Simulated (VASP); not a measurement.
**Ru: electrostatic potential with PBE+D3(BJ)**

The system is Ru.

```
Ru
1.0
     2.69658    0.00000    0.00000
    -1.34829    2.33531    0.00000
     0.00000    0.00000    4.26671
Ru
2
Direct
  0.33333 0.66667 0.25000
  0.66667 0.33333 0.75000
```

The cell was built by a generator and needn't be a form met in nature.

* Program: VASP 6.6.1
* Task: electrostatic potential
* Functional: PBE
* Dispersion: D3(BJ)
* Potentials or basis: VASP PAW PBE potentials, release 64 (Ru_pv)
* Cutoff: 520 eV
* k mesh: 18 × 18 × 10
* Occupations: methfessel-paxton, width 0.1 eV
* Spin: no spin polarisation
* Further INCAR settings: ALGO = Normal; EDIFF = 1e-06

```json
{
  "Pressure": "0.1 GPa",
  "Band gap on the k mesh": "none (metal or under the smearing width)",
  "Dispersion energy per atom": "-0.631 eV"
}
```

Stress tensor (GPa, compression positive):
```
0.12 0.00 0.00
0.00 0.12 0.00
0.00 0.00 0.01
```

Levels at points of the mesh, in eV from the Fermi level:
| k point | band 10 | band 11 | band 12 | band 13 | band 14 | band 15 | band 16 | band 17 | band 18 |
| --- | --- | --- | --- | --- | --- | --- | --- | --- | --- |
| (0.00, 0.00, 0.00) | -2.62 | -2.44 | -1.93 | -1.93 | -1.40 | -1.40 | 1.21 | 1.21 | 1.32 |
| (0.50, 0.00, 0.00) | -3.05 | -2.09 | -1.80 | -1.53 | 1.47 | 1.89 | 1.96 | 4.14 | 6.22 |
| (0.00, 0.00, 0.50) | -2.79 | -2.79 | -2.79 | -2.73 | -2.73 | 0.57 | 0.57 | 0.57 | 0.57 |
| (0.50, 0.00, 0.50) | -4.58 | -1.06 | -1.06 | 0.47 | 0.47 | 1.72 | 1.72 | 3.45 | 3.45 |

It took 66 s on 1 thread of Intel(R) Xeon(R) Platinum 8259CL CPU @ 2.50GHz (Skylake/Cascade Lake), with other jobs on the host, peak memory 0.21 GiB.

Caveat: pairwise dispersion overbinds metals, which lowers pressure and volume.
